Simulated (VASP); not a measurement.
Consider the following.

```yaml
crystal:
  lattice:
    - [1.62197, -2.80933, 0.00000]
    - [1.62197, 2.80933, 0.00000]
    - [0.00000, 0.00000, 5.15056]
  atoms:
    - { symbol: Zr, position: [0.33333, 0.66667, 0.25000] }
    - { symbol: Zr, position: [0.66667, 0.33333, 0.75000] }
```

Calculation: r2SCAN meta-GGA, VASP's PBE PAW potentials (set 64) (plane waves; VASP). Settings: 400 eV cut-off, 12×12×7 Γ-centred mesh, first-order Methfessel-Paxton smearing of 0.10 eV, potentials Zr_sv.

Q: Estimate the energy per atom (σ→0), band gap (on the k-mesh) with the smallest direct gap where there is one.

A: 
```
Property                                                    Result
------------------------  ----------------------------------------
band gap (on the k-mesh)  none (metal, semimetal or under 0.01 eV)
energy per atom (σ→0)                              -22.748 eV/atom
```

Total energies compare only between runs with the same potentials, cut-off and functional.

The compound is Zr in the hcp structure. It was relaxed first. The start is the result of an earlier pass.
